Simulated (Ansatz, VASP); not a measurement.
## One calculation of Cu3Ge, two programs

```
Cu Ge
1.0
     2.66247    0.00000    0.00000
    -1.33123    2.30576    0.00000
     0.00000    0.00000    8.00674
Cu Ge
3 1
Direct
  0.00000 0.00000 0.50000
  0.66667 0.33333 0.74191
  0.66667 0.33333 0.25809
  0.00000 0.00000 0.00000
```

Alike in both runs: functional LDA; k mesh 18 × 18 × 6; occupations gaussian, width 0.1 eV; no spin polarisation.

Ansatz relaxed the structure, and its values are those at the end. VASP's run is a single point on that final structure, the one shown.

|  | VASP | Ansatz |
| --- | --- | --- |
| version | VASP 6.6.1 | Ansatz 0.2.0 |
| potentials or method | VASP PAW LDA potentials, release 64 (Cu, Ge_d) | scalar-relativistic, plane waves, PAW |
| plane-wave cutoff (eV) | 520 | 420 |
| valence electrons in the cell | 47 | 71 |

```csv
,VASP,Ansatz,Ansatz less VASP
gap on the k mesh at the Fermi level (eV),none,none,-
pressure (GPa),0.7,0.0,-0.71
```

A gap of «none» marks a metal or a gap that the smearing closes. The two sets of potentials don't hold the same shells in valence.
